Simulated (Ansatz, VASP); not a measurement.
TaMo2C3: VASP beside Ansatz

```
Ta Mo C
1.0
     3.11664    0.00000    0.00000
    -1.55832    2.69909    0.00000
     0.00000    0.00000    7.68632
Ta Mo C
1 2 3
Cartesian
  -0.0028 -0.0581 0.0144
  1.5835 0.9342 2.5403
  0.0332 1.8072 5.1616
  1.4990 0.9289 6.4287
  0.0422 1.7796 1.2823
  0.0256 -0.0160 3.7997
```

Change from the starting cell: atoms moved at random, drawn with an rms of 0.05 Å.

Alike in both runs: task single point; functional PBE; k mesh 10 × 10 × 4; occupations fermi-dirac, width 0.05 eV; no spin polarisation.

|  | VASP | Ansatz |
| --- | --- | --- |
| version | VASP 6.6.1 | Ansatz 0.2.0 |
| potentials or method | VASP PAW PBE potentials, release 64 (Ta_pv, Mo_sv, C) | Ansatz PAW |
| plane-wave cutoff (eV) | 520 | 420 |
| valence electrons in the cell | 51 | 53 |

VASP gave:

```
gap on the k mesh at the Fermi level (eV)       : none
pressure (GPa)                                  : -1.1
largest component of the traceless stress (GPa) : 0.48
rms of the force components (eV/Å)              : 0.458
```

**Question.** What did Ansatz give for the same quantities?

**Answer.** gap on the k mesh at the Fermi level (eV): none; pressure (GPa): -1.7; largest component of the traceless stress (GPa): 0.48; rms of the force components (eV/Å): 0.455.

Atom by atom the forces differ by 0.008 eV/Å (rms over components). A gap of «none» marks a metal or a gap that the smearing closes. The two sets of potentials don't hold the same shells in valence.

The runs have no spin-orbit coupling, so splittings on Ta are missing.
